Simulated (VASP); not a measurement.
OSZICAR of a VASP run on ZnO (wurtzite):

### OSZICAR
```
       N       E                     dE             d eps       ncg     rms          rms(c)
DAV:   1     0.259644220063E+03    0.25964E+03   -0.19449E+04  1056   0.245E+03
DAV:   2    -0.260572860109E+02   -0.28570E+03   -0.27591E+03  1164   0.452E+02
DAV:   3    -0.554469502588E+02   -0.29390E+02   -0.29209E+02  1218   0.156E+02
DAV:   4    -0.559611406612E+02   -0.51419E+00   -0.51357E+00  1194   0.220E+01
DAV:   5    -0.559646998967E+02   -0.35592E-02   -0.35591E-02  1182   0.174E+00    0.148E+01
DAV:   6    -0.465252424742E+02    0.94395E+01   -0.67481E+00  1796   0.721E+01    0.984E+00
DAV:   7    -0.456396841513E+02    0.88556E+00   -0.42147E+00  1056   0.195E+01    0.558E+00
DAV:   8    -0.480000650142E+02   -0.23604E+01   -0.13292E+00  1378   0.297E+01    0.138E+00
DAV:   9    -0.453504866570E+02    0.26496E+01   -0.15942E+00  1312   0.260E+01    0.146E+00
DAV:  10    -0.458872009535E+02   -0.53671E+00   -0.46272E-01  1056   0.706E+00    0.305E-01
DAV:  11    -0.458883896674E+02   -0.11887E-02   -0.15056E-02  1308   0.125E+00    0.465E-01
DAV:  12    -0.458978972850E+02   -0.95076E-02   -0.14344E-03  1328   0.138E+00    0.289E-01
DAV:  13    -0.458869503290E+02    0.10947E-01   -0.13176E-02  1056   0.424E+00    0.895E-01
DAV:  14    -0.459053595319E+02   -0.18409E-01   -0.19957E-02  1176   0.369E+00    0.201E+00
DAV:  15    -0.459070500186E+02   -0.16905E-02   -0.94370E-03  1056   0.103E+00    0.200E+00
DAV:  16    -0.459183591045E+02   -0.11309E-01   -0.44121E-03  1152   0.139E+00    0.227E+00
DAV:  17    -0.459176753180E+02    0.68379E-03   -0.89257E-03  1176   0.351E+00    0.129E+00
DAV:  18    -0.459178386686E+02   -0.16335E-03   -0.34301E-03  1424   0.144E+00    0.881E-01
DAV:  19    -0.459181660298E+02   -0.32736E-03   -0.76749E-04  1056   0.360E-01    0.935E-01
DAV:  20    -0.459180913934E+02    0.74636E-04   -0.33598E-05  1642   0.167E-01    0.909E-01
DAV:  21    -0.459182230799E+02   -0.13169E-03   -0.39310E-05  1064   0.877E-02    0.846E-01
DAV:  22    -0.459177595415E+02    0.46354E-03   -0.11056E-03  1360   0.118E+00    0.382E-01
DAV:  23    -0.459177329488E+02    0.26593E-04   -0.74759E-04  1700   0.636E-01    0.148E-01
DAV:  24    -0.459178146245E+02   -0.81676E-04   -0.20773E-04  1166   0.133E-01    0.994E-02
DAV:  25    -0.459178576392E+02   -0.43015E-04   -0.20050E-05  1614   0.710E-02    0.405E-02
DAV:  26    -0.459178769402E+02   -0.19301E-04   -0.25432E-05  1626   0.779E-02    0.391E-03
DAV:  27    -0.459178891686E+02   -0.12228E-04   -0.50795E-06  1048   0.239E-02    0.518E-03
DAV:  28    -0.459178897196E+02   -0.55101E-06   -0.45918E-07   546   0.772E-03
   1 F= -.45917890E+02 E0= -.45917890E+02  d E =-.459179E+02
       N       E                     dE             d eps       ncg     rms          rms(c)
DAV:   1    -0.459436359599E+02   -0.25747E-01   -0.38198E-01  1230   0.123E+01    0.115E+00
DAV:   2    -0.459215687946E+02    0.22067E-01   -0.84888E-02  1294   0.625E+00    0.437E-01
DAV:   3    -0.459191009227E+02    0.24679E-02   -0.18586E-03  1452   0.104E+00    0.244E-01
DAV:   4    -0.459171932538E+02    0.19077E-02   -0.21192E-03  1586   0.104E+00    0.298E-02
DAV:   5    -0.459182876134E+02   -0.10944E-02   -0.15457E-03  1064   0.625E-01    0.236E-02
DAV:   6    -0.459181831320E+02    0.10448E-03   -0.17930E-04  1068   0.155E-01    0.547E-03
DAV:   7    -0.459183086995E+02   -0.12557E-03   -0.68777E-05  1068   0.110E-01    0.389E-03
DAV:   8    -0.459182652975E+02    0.43402E-04   -0.25963E-05  1068   0.633E-02    0.808E-03
DAV:   9    -0.459182936718E+02   -0.28374E-04   -0.11379E-05  1080   0.388E-02    0.628E-04
DAV:  10    -0.459182880587E+02    0.56131E-05   -0.60054E-07   762   0.797E-03    0.640E-04
DAV:  11    -0.459182860995E+02    0.19592E-05   -0.84706E-08   546   0.412E-03    0.402E-04
DAV:  12    -0.459182865314E+02   -0.43185E-06   -0.23125E-08   546   0.431E-03
   2 F= -.45918287E+02 E0= -.45918287E+02  d E =-.396812E-03
       N       E                     dE             d eps       ncg     rms          rms(c)
DAV:   1    -0.459219116256E+02   -0.36255E-02   -0.53574E-02  1214   0.462E+00    0.428E-01
DAV:   2    -0.459188507836E+02    0.30608E-02   -0.11631E-02  1334   0.231E+00    0.164E-01
DAV:   3    -0.459184512733E+02    0.39951E-03   -0.24358E-04  1446   0.415E-01    0.921E-02
DAV:   4    -0.459184049817E+02    0.46292E-04   -0.28138E-04  1522   0.394E-01    0.114E-02
DAV:   5    -0.459184104054E+02   -0.54237E-05   -0.24797E-04  1096   0.258E-01    0.930E-03
DAV:   6    -0.459184782448E+02   -0.67839E-04   -0.30235E-05  1056   0.668E-02    0.188E-03
DAV:   7    -0.459184555390E+02    0.22706E-04   -0.87756E-06  1056   0.391E-02    0.141E-03
DAV:   8    -0.459184756560E+02   -0.20117E-04   -0.36454E-06  1056   0.238E-02    0.320E-03
DAV:   9    -0.459184670592E+02    0.85968E-05   -0.13855E-06   708   0.138E-02    0.405E-04
DAV:  10    -0.459184691185E+02   -0.20593E-05   -0.13217E-07   528   0.368E-03    0.311E-04
DAV:  11    -0.459184696987E+02   -0.58011E-06   -0.26085E-08   528   0.327E-03
   3 F= -.45918470E+02 E0= -.45918470E+02  d E =-.579979E-03
       N       E                     dE             d eps       ncg     rms          rms(c)
DAV:   1    -0.459186138539E+02   -0.14474E-03   -0.20861E-03  1230   0.909E-01    0.847E-02
DAV:   2    -0.459184949750E+02    0.11888E-03   -0.45775E-04  1318   0.457E-01    0.324E-02
DAV:   3    -0.459184882348E+02    0.67401E-05   -0.95992E-06  1370   0.803E-02    0.181E-02
DAV:   4    -0.459184445312E+02    0.43704E-04   -0.11095E-05  1450   0.778E-02    0.226E-03
DAV:   5    -0.459184717463E+02   -0.27215E-04   -0.93440E-06  1056   0.498E-02    0.185E-03
DAV:   6    -0.459184615664E+02    0.10180E-04   -0.11201E-06   672   0.130E-02    0.435E-04
DAV:   7    -0.459184679501E+02   -0.63837E-05   -0.40000E-07   672   0.938E-03    0.468E-04
DAV:   8    -0.459184661975E+02    0.17526E-05   -0.32897E-08   528   0.475E-03    0.318E-04
DAV:   9    -0.459184664545E+02   -0.25708E-06   -0.54550E-09   528   0.188E-03
   4 F= -.45918466E+02 E0= -.45918466E+02  d E =-.576735E-03
       N       E                     dE             d eps       ncg     rms          rms(c)
DAV:   1    -0.459186330254E+02   -0.16683E-03   -0.27104E-02  1056   0.134E+00    0.703E-02
DAV:   2    -0.459185990916E+02    0.33934E-04   -0.65664E-04  1098   0.292E-01    0.422E-02
DAV:   3    -0.459185853940E+02    0.13698E-04   -0.70569E-05  1098   0.106E-01    0.164E-02
DAV:   4    -0.459185785657E+02    0.68283E-05   -0.40328E-05  1056   0.770E-02    0.235E-03
DAV:   5    -0.459185828386E+02   -0.42729E-05   -0.15004E-05  1056   0.471E-02    0.189E-03
DAV:   6    -0.459185809593E+02    0.18793E-05   -0.12183E-06   728   0.135E-02    0.106E-03
DAV:   7    -0.459185819617E+02   -0.10024E-05   -0.27711E-07   588   0.724E-03    0.242E-04
DAV:   8    -0.459185809842E+02    0.97757E-06   -0.12680E-07   540   0.465E-03
   5 F= -.45918581E+02 E0= -.45918581E+02  d E =-.114530E-03
```

**Question.** Which electronic solver shows in the log?

**Answer.** It is blocked Davidson (ALGO = Normal, or the opening steps of other solvers). The INCAR had ALGO = Normal.

**Question.** Can the final energy be trusted as converged?

**Answer.** Self-consistency was reached. It stopped with EDIFF = 1E-6, NELM = 100, NSW = 60 and EDIFFG = -0.02 after 5 ionic steps (SCAN meta-GGA, plane waves, VASP's PBE PAW potentials (set 64)).

The compound is ZnO in the wurtzite structure. This run relaxes it. Symmetry was kept, so distortions that lower it aren't found.
